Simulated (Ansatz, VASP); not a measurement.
**One calculation of Hf2CO2, two programs**

```
O Hf C
1.0
     3.23018    0.00000    0.00000
    -1.61509    2.79742    0.00000
     0.00000    0.00000   32.96000
O Hf C
2 2 1
Direct
  0.66667 0.33333 0.21209
  0.33333 0.66667 0.35162
  0.33333 0.66667 0.24039
  0.66667 0.33333 0.32333
  0.00000 0.00000 0.28186
```

Alike in both runs: functional PBEsol; dispersion D3(BJ); k mesh 12 × 12 × 1; occupations gaussian, width 0.03 eV; no spin polarisation.

Ansatz relaxed the structure, and its values are those at the end. VASP's run is a single point on that final structure, the one shown.

|  | VASP | Ansatz |
| --- | --- | --- |
| version | VASP 6.6.1 | Ansatz 0.2.0 |
| potentials or method | VASP PAW PBE potentials, release 64 (O, Hf_pv, C) | scalar-relativistic, plane waves, PAW |
| plane-wave cutoff (eV) | 520 | 420 |
| valence electrons in the cell | 36 | 68 |

|  | VASP | Ansatz | Ansatz less VASP |
| --- | --- | --- | --- |
| gap on the k mesh at the Fermi level (eV) | 0.94 | 0.90 | -0.040 |
| least direct gap on the mesh (eV) | 2.07 | 2.05 | -0.015 |
| rms of the force components (eV/Å) | 0.069 | 0.000 | -0.0688 |

The two sets of potentials don't hold the same shells in valence. Ansatz warned: «slab_cell_height_set».

Caveats: the PAW data sets were made with another functional, which shifts forces and pressure a little (VASP); spin-orbit coupling is left out, which moves the levels of the heavy elements. Expect the measured gap to be larger: semilocal functionals such as PBEsol lack the derivative discontinuity.
